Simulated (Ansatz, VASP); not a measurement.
## SrMg: VASP beside Ansatz

INCAR

```
SYSTEM = SrMg
ALGO = Normal ; EDIFF = 1E-6
ENCUT = 520 ; GGA = CA
ISIF = 2 ; ISMEAR = -1
LASPH = .True. ; LCHARG = .True.
LELF = .True. ; LREAL = .False.
LVHAR = .True. ; LWAVE = .False.
NBANDS = 13 ; NELM = 60
PREC = Accurate ; SIGMA = 0.05
```

File KPOINTS:

```
k-points
0
Gamma
  9 9 9
  0 0 0
```

The input POSCAR:

```
SrMg
1.0
    3.9000000000      0.0000000000      0.0000000000
    0.0000000000      3.9000000000      0.0000000000
    0.0000000000      0.0000000000      3.9000000000
Sr Mg
1 1
Direct
    0.5000000000      0.5000000000      0.5000000000
    0.0000000000      0.0000000000      0.0000000000
```

Input for Ansatz:

```yaml
crystal:
  lattice:
    - [3.9, 0.0, 0.0]
    - [0.0, 3.9, 0.0]
    - [0.0, 0.0, 3.9]
  atoms:
    - { symbol: Sr, position: [0.5, 0.5, 0.5] }
    - { symbol: Mg, position: [0.0, 0.0, 0.0] }
kpoints:
  mp_grid: { grid: [9, 9, 9] }
  band_path:
    path:
      - [0.0, 0.0, 0.0]
      - [0.0, 0.5, 0.0]
      - [0.5, 0.5, 0.0]
      - [0.0, 0.0, 0.0]
      - [0.5, 0.5, 0.5]
      - [0.0, 0.5, 0.0]
      - [0.5, 0.5, 0.5]
      - [0.5, 0.5, 0.0]
    npoints: 14
scf:
  occupations: { method: fermi_dirac, width: 0.05 }
hamiltonian:
  xc: lda
  pseudopotentials: { kind: all_electron, lapw: { basis_error: 0.0005 } }
output:
  forces: true
  stress: true
  eigenvalues: true
  populations: true
  dos: { projected: true, de: 0.2, e_range: [-14, 8] }
```

Alike in both runs: task single point; functional LDA; k mesh 9 × 9 × 9; occupations fermi-dirac, width 0.05 eV; no spin polarisation.

|  | VASP | Ansatz |
| --- | --- | --- |
| version | VASP 6.6.1 | Ansatz 0.2.0 |
| potentials or method | VASP PAW LDA potentials, release 64 (Sr_sv, Mg) | all-electron LAPW, scalar-relativistic |
| plane-wave cutoff (eV) | 520 | see its input |

|  | VASP | Ansatz | Ansatz less VASP |
| --- | --- | --- | --- |
| pressure (GPa) | 3.3 | 3.4 | +0.15 |

Ansatz ran all-electron here, so the differences hold the error of VASP's frozen core and of both bases.
